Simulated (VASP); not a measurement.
# TaSnBr (Pmmm) in VASP: single point with PBE

Aim: the single point of TaSnBr with PBE.

Program: VASP 6.6.1. These are calculated values, not measurements. Logs are shortened: lines on timing, memory, paths and dates and some standing lists are left out, and cuts for length are marked.

### 1 The cell of the first run

Symmetry: Pmmm, No. 47, orthorhombic system. Conventional cell: a = 4.138 Å, b = 4.181 Å, c = 4.268 Å, α = 90.00°, β = 90.00°, γ = 90.00°. Ta (site symmetry mmm) has 4 Br at 2.94 Å as nearest neighbours. Around Sn (site symmetry mmm) lie 2 Br at 2.13 Å. Br (site symmetry mmm) has 2 Sn at 2.13 Å as nearest neighbours.

The cell was built by a generator and needn't be a form met in nature.

### 2 Single point, PBE, collinear spin, typed start (species swapped into the ErCoC type (Pmmm, No. 47))

The input, INCAR:

```
SYSTEM = TaSnBr
PREC = Accurate
ENCUT = 520
EDIFF = 1E-6
ISMEAR = 0
SIGMA = 0.1
LREAL = .False.
LASPH = .True.
NELM = 150
ALGO = Normal
ISIF = 2
LWAVE = .False.
LCHARG = .True.
ISPIN = 2
MAGMOM = 1 0 0
LORBIT = 11
LMAXMIX = 4
GGA = PE
LELF = .True.
LVHAR = .True.
NBANDS = 27
```

The input, KPOINTS:

```
regular mesh
0
Gamma
  4 4 4
  0 0 0
```

The input, POSCAR:

```
TaSnBr
1.0
    4.1380376800      0.0000000000      0.0000000000
    0.0000000000      4.1810947500      0.0000000000
    0.0000000000      0.0000000000      4.2683327500
Ta Sn Br
1 1 1
Direct
    0.0000000000      0.0000000000      0.0000000000
    0.5000000000      0.5000000000      0.5000000000
    0.5000000000      0.5000000000      0.0000000000
```

Potentials or basis: VASP PAW PBE potentials, release 64 (Ta_pv, Sn_d, Br).

Command:

```
$ cat potpaw_PBE.64/Ta_pv/POTCAR potpaw_PBE.64/Sn_d/POTCAR potpaw_PBE.64/Br/POTCAR > POTCAR
$ mpirun -np 1 vasp_std > vasp.out
```

OUTCAR:

```text
SYSTEM = TaSnBr
   PREC = Accurate
   ENCUT = 520
   EDIFF = 1E-6
   ISMEAR = 0
   LREAL = .False.
   LASPH = .True.
   NELM = 150
   ISIF = 2
   ISPIN = 2
   LORBIT = 11
   GGA = PE

 ion  position               nearest neighbor table
   1  0.000  0.000  0.000-   3 2.94   3 2.94   3 2.94   3 2.94   2 3.63   2 3.63   2 3.63   2 3.63
                             2 3.63   2 3.63   2 3.63   2 3.63
   2  0.500  0.500  0.500-   3 2.13   3 2.13   1 3.63   1 3.63   1 3.63   1 3.63   1 3.63   1 3.63
                             1 3.63   1 3.63
   3  0.500  0.500  0.000-   2 2.13   2 2.13   1 2.94   1 2.94   1 2.94   1 2.94

  LATTYP: Found a simple orthorhombic cell.
 ALAT       =     4.1380376800
 B/A-ratio  =     1.0104051904
 C/A-ratio  =     1.0314871637

  Lattice vectors:

 A1 = (   4.1380376800,   0.0000000000,   0.0000000000)
 A2 = (   0.0000000000,   4.1810947500,   0.0000000000)
 A3 = (   0.0000000000,   0.0000000000,   4.2683327500)

Analysis of symmetry for initial positions (statically):
=====================================================================
 Subroutine PRICEL returns:
 Original cell was already a primitive cell.

 Routine SETGRP: Setting up the symmetry group for a
 simple orthorhombic supercell.

 Subroutine GETGRP returns: Found  8 space group operations
 (whereof  8 operations were pure point group operations)
 out of a pool of  8 trial point group operations.

The static configuration has the point symmetry D_2h.

Analysis of symmetry for dynamics (positions and initial velocities):
=====================================================================
 Subroutine PRICEL returns:
 Original cell was already a primitive cell.

 Routine SETGRP: Setting up the symmetry group for a
 simple orthorhombic supercell.

 Subroutine GETGRP returns: Found  8 space group operations
 (whereof  8 operations were pure point group operations)
 out of a pool of  8 trial point group operations.

The dynamic configuration has the point symmetry D_2h.

Analysis of structural, dynamic, and magnetic symmetry:
=====================================================================
 Subroutine PRICEL returns:
 Original cell was already a primitive cell.

 Routine SETGRP: Setting up the symmetry group for a
 simple orthorhombic supercell.

 Subroutine GETGRP returns: Found  8 space group operations
 (whereof  8 operations were pure point group operations)
 out of a pool of  8 trial point group operations.

The overall configuration has the point symmetry D_2h.

 Subroutine INISYM returns: Found  8 space group operations
 (whereof  8 operations are pure point group operations),
 and found     1 'primitive' translations

----------------------------------------------------------------------------------------

                                     Primitive cell

  volume of cell :      73.8487

  direct lattice vectors                    reciprocal lattice vectors
     4.138037680  0.000000000  0.000000000     0.241660438  0.000000000  0.000000000
     0.000000000  4.181094750  0.000000000     0.000000000  0.239171810  0.000000000
     0.000000000  0.000000000  4.268332750     0.000000000  0.000000000  0.234283515

  length of vectors
     4.138037680  4.181094750  4.268332750     0.241660438  0.239171810  0.234283515

  position of ions in fractional coordinates (direct lattice)
     0.000000000  0.000000000  0.000000000
     0.500000000  0.500000000  0.500000000
     0.500000000  0.500000000  0.000000000

  ion indices of the primitive-cell ions
   primitive index   ion index
                 1           1
                 2           2
                 3           3

----------------------------------------------------------------------------------------

 KPOINTS: regular mesh

Automatic generation of k-mesh.
 Grid dimensions read from file:
 generate k-points for:    4    4    4

 Generating k-lattice:

  Cartesian coordinates                     Fractional coordinates (reciprocal lattice)
     0.060415110  0.000000000  0.000000000     0.250000000  0.000000000  0.000000000
     0.000000000  0.059792953  0.000000000     0.000000000  0.250000000  0.000000000
     0.000000000  0.000000000  0.058570879     0.000000000  0.000000000  0.250000000

  Length of vectors
     0.060415110  0.059792953  0.058570879

  Shift w.r.t. Gamma in fractional coordinates (k-lattice)
     0.000000000  0.000000000  0.000000000

 Subroutine IBZKPT returns following result:
 ===========================================

 Found     27 irreducible k-points:

 Following reciprocal coordinates:
            Coordinates               Weight
  0.000000  0.000000  0.000000      1.000000
  0.250000  0.000000  0.000000      2.000000
  0.500000  0.000000  0.000000      1.000000
  0.000000  0.250000  0.000000      2.000000
  0.250000  0.250000  0.000000      4.000000
  0.500000  0.250000  0.000000      2.000000
[... 16 lines left out ...]
  0.250000  0.250000  0.500000      4.000000
  0.500000  0.250000  0.500000      2.000000
 [... further k-points ...]
   k-points           NKPTS =     27   k-points in BZ     NKDIM =     27   number of bands    NBANDS=     27
   number of dos      NEDOS =    301   number of ions     NIONS =      3
   total plane-waves  NPLWV =  32768
   dimension x,y,z NGX =    32 NGY =   32 NGZ =   32
   dimension x,y,z NGXF=    64 NGYF=   64 NGZF=   64
   ions per type =               1   1   1
   NGX,Y,Z   is equivalent  to a cutoff of  12.86, 12.72, 12.46 a.u.
   NGXF,Y,Z  is equivalent  to a cutoff of  25.71, 25.45, 24.93 a.u.
 SYSTEM =  TaSnBr
   PREC   = accura    normal or accurate (medium, high low for compatibility)
   ISTART =      0    job   : 0-new  1-cont  2-samecut
   ICHARG =      2    charge: 1-file 2-atom 10-const
   ISPIN  =      2    spin polarized calculation?
   LNONCOLLINEAR =      F non collinear calculations
   LSORBIT =      F    spin-orbit coupling
   LASPH  =      T    aspherical Exc in radial PAW
   ENCUT  =  520.0 eV  38.22 Ry    6.18 a.u.   7.69  7.77  7.94*2*pi/ulx,y,z
   NELM   =    150;   NELMIN=  2; NELMDL= -5     # of ELM steps
   EDIFF  = 0.1E-05   stopping-criterion for ELM
   LREAL  =      F    real-space projection
   EDIFFG = 0.1E-04   stopping-criterion for IOM
   NSW    =      0    number of steps for IOM
   IBRION =     -1    ionic relax: 0-MD 1-quasi-New 2-CG
   NFREE  =      0    steps in history (QN), initial steepest desc. (CG)
   ISIF   =      2    stress and relaxation
   ISYM   =      2    0-nonsym 1-usesym 2-fastsym
   POTIM  = 0.5000    time-step for ionic-motion
   TEBEG  =    0.0;   TEEND  =   0.0 temperature during run
   PSTRESS=    0.0 pullay stress
   NELECT =      32.0000    total number of electrons
   NUPDOWN=      -1.0000    fix difference up-down
   EMIN   =  10.00;   EMAX   =-10.00  energy-range for DOS
   EFERMI =   0.00;   METHOD = LEGACY
   ISMEAR =     0;   SIGMA  =   0.10  broadening in eV -4-tet -1-fermi 0-gaus
   EFERMI_NEDOS =   21; number of points for ismear=-14 and -15
   IALGO  =     38    algorithm
   IMIX   =      4    mixing-type and parameters
     AMIX     =   0.40;   BMIX     =  1.00
     AMIX_MAG =   1.60;   BMIX_MAG =  1.00
  volume/ion in A,a.u.               =      24.62       166.12
  Fermi-wavevector in a.u.,A,eV,Ry     =   1.238827  2.341043 20.880749  1.534692
  Thomas-Fermi vector in A             =   2.373336
   LORBIT       =     11    0 simple, 1 ext, 2 COOP (PROOUT), +10 PAW based schemes
   GGA     = PE    functional components
   LHFCALC =     F    Hartree Fock is set to
   AEXX    =    0.0000 exact exchange contribution
   IVDW    =     0    specifies the selected vdW correction
   LEPSILON=     F    determine dielectric tensor
   LRPA    =     F    only Hartree local field effects (RPA)
 spin polarized calculation
 Gauss-broadening in eV      SIGMA  =   0.10
  energy-cutoff  :      520.00
  volume of cell :       73.85
 maximum number of plane-waves:      2008
 NGX is ok and might be reduce to    32
   NGX = 15   NGY = 15   NGZ = 15

 number of electron      31.9999997 magnetization       1.2742072

 Free energy of the ion-electron system (eV)
  ---------------------------------------------------
  ext. energy  EPLUGINS =         0.00000000
  ---------------------------------------------------
  free energy    TOTEN  =        -6.90861311 eV

  energy without entropy =       -6.88725960  energy(sigma->0) =       -6.89793635

 E-fermi :   6.5340     XC(G=0): -10.3639

 val. band max:        6.5301404001   @ k =   0.0000   0.0000   0.0000
 cond. band min:       6.5482611633   @ k =   0.2500   0.2500   0.0000
 fundamental gap:      0.0181207631
 Fermi energy:         6.5339721251

 spin component 1

 k-point     1 :       0.0000    0.0000    0.0000
  band No.  band energies     occupation
      1     -29.2363      1.00000
      2     -29.2321      1.00000
      3     -29.0834      1.00000
      4     -17.4322      1.00000
      5     -15.9247      1.00000
      6     -15.9224      1.00000
[... 19 lines left out ...]
     26      15.4345      0.00000
     27      15.5086      0.00000

 k-point     2 :       0.2500    0.0000    0.0000
  band No.  band energies     occupation
      1     -29.2411      1.00000
      2     -29.2351      1.00000
      3     -29.0829      1.00000
      4     -17.4218      1.00000
      5     -15.9273      1.00000
      6     -15.9221      1.00000
[... 19 lines left out ...]
     26      14.7232      0.00000
     27      15.3889      0.00000

 k-point     3 :       0.5000    0.0000    0.0000
  band No.  band energies     occupation
      1     -29.2502      1.00000
      2     -29.2340      1.00000
      3     -29.0823      1.00000
      4     -17.4115      1.00000
      5     -15.9298      1.00000
      6     -15.9217      1.00000
[... 594 lines left out ...]
      1     -29.2423      1.00000
      2     -29.2389      1.00000
      3     -29.0902      1.00000
      4     -16.7261      1.00000
      5     -15.9627      1.00000
      6     -15.9595      1.00000
[... 19 lines left out ...]
     26      14.5643      0.00000
     27      17.3467      0.00000

 k-point    24 :       0.5000    0.2500    0.5000
  band No.  band energies     occupation
      1     -29.2475      1.00000
      2     -29.2407      1.00000
      3     -29.0895      1.00000
      4     -16.7252      1.00000
      5     -15.9662      1.00000
      6     -15.9592      1.00000
[... 19 lines left out ...]
     26      16.0451      0.00000
     27      16.4038      0.00000

 [... further k-points ...]

 spin component 2

 k-point     1 :       0.0000    0.0000    0.0000
  band No.  band energies     occupation
      1     -28.7143      1.00000
      2     -28.7112      1.00000
      3     -28.4658      1.00000
      4     -17.4148      1.00000
      5     -15.9306      1.00000
      6     -15.9292      1.00000
[... 19 lines left out ...]
     26      15.8767      0.00000
     27      15.9416      0.00000

 k-point     2 :       0.2500    0.0000    0.0000
  band No.  band energies     occupation
      1     -28.7233      1.00000
      2     -28.7101      1.00000
      3     -28.4652      1.00000
      4     -17.4049      1.00000
      5     -15.9331      1.00000
      6     -15.9289      1.00000
[... 19 lines left out ...]
     26      14.9758      0.00000
     27      15.6898      0.00000

 k-point     3 :       0.5000    0.0000    0.0000
  band No.  band energies     occupation
      1     -28.7323      1.00000
      2     -28.7089      1.00000
      3     -28.4647      1.00000
      4     -17.3951      1.00000
      5     -15.9356      1.00000
      6     -15.9286      1.00000
[... 594 lines left out ...]
      1     -28.7211      1.00000
      2     -28.7170      1.00000
      3     -28.4726      1.00000
      4     -16.7169      1.00000
      5     -15.9684      1.00000
      6     -15.9661      1.00000
[... 19 lines left out ...]
     26      14.5816      0.00000
     27      17.4461      0.00000

 k-point    24 :       0.5000    0.2500    0.5000
  band No.  band energies     occupation
      1     -28.7295      1.00000
      2     -28.7155      1.00000
      3     -28.4720      1.00000
      4     -16.7159      1.00000
      5     -15.9718      1.00000
      6     -15.9659      1.00000
[... 19 lines left out ...]
     26      16.0736      0.00000
     27      16.5593      0.00000

 [... further k-points ...]

------------------------ aborting loop because EDIFF is reached ----------------------------------------

  FORCE on cell =-STRESS in cart. coord.  units (eV):
  Direction    XX          YY          ZZ          XY          YZ          ZX
  --------------------------------------------------------------------------------------
  -------------------------------------------------------------------------------------
  Total       -3.7830504     -3.1286747     48.0060296     -0.0000000      0.0000000      0.0000000
  in kB      -82.0748290    -67.8778817   1041.5104972     -0.0000000      0.0000000      0.0000000
  external PRESSURE =     297.1859288 kB  Pullay stress =       0.0000000 kB

 VOLUME and BASIS-vectors are now :
 -----------------------------------------------------------------------------
  energy-cutoff  :      520.00
  volume of cell :       73.85
      direct lattice vectors                 reciprocal lattice vectors
     4.138037680  0.000000000  0.000000000     0.241660438  0.000000000  0.000000000
     0.000000000  4.181094750  0.000000000     0.000000000  0.239171810  0.000000000
     0.000000000  0.000000000  4.268332750     0.000000000  0.000000000  0.234283515

 POSITION                                       TOTAL-FORCE (eV/Angst)
 -----------------------------------------------------------------------------------
      0.00000      0.00000      0.00000         0.000000      0.000000      0.000000
      2.06902      2.09055      2.13417         0.000000      0.000000      0.000000
      2.06902      2.09055      0.00000         0.000000      0.000000      0.000000
 -----------------------------------------------------------------------------------
    total drift:                                0.000000     -0.000000     -0.000000

  FREE ENERGIE OF THE ION-ELECTRON SYSTEM (eV)
  ---------------------------------------------------
  free  energy   TOTEN  =        -6.9086131053 eV

  energy  without entropy=       -6.8872596003  energy(sigma->0) =       -6.89793635

 total charge

# of ion       s       p       d       tot
------------------------------------------
    1        0.330   5.981   2.252   8.564
    2        1.320   1.292  10.198  12.810
    3        1.681   3.259   0.268   5.208
--------------------------------------------------
tot          3.331  10.532  12.718  26.582

 magnetization (x)

# of ion       s       p       d       tot
------------------------------------------
    1        0.048   0.007   0.870   0.925
    2        0.006  -0.046   0.006  -0.033
    3        0.007   0.015   0.011   0.034
--------------------------------------------------
tot          0.062  -0.024   0.888   0.926
```

It took 2.7 min on 1 thread of AMD EPYC 7R13 (Zen 3), shared host; peak memory 0.23 GiB.

Results:

- Free energy: -6.9086 eV
- Pressure: 29.7 GPa
- Band gap on the k mesh: none (metal or under the smearing width)
- Net moment: 1.27 μB per cell
- Site moments: Ta +0.93; Sn -0.03; Br +0.03 μB
- Valence electrons inside the program's atomic spheres: Ta 8.56; Sn 12.81; Br 5.21

Stress tensor (GPa, compression positive):
```
 -8.21   0.00   0.00
  0.00  -6.79   0.00
  0.00   0.00 104.15
```

Caveat: the k mesh is coarse (spacing up to 0.38 Å⁻¹), so the values aren't converged; a pressure of tens of GPa on the cell as given is suspect, and the run, the potentials or the cell itself is likely at fault.
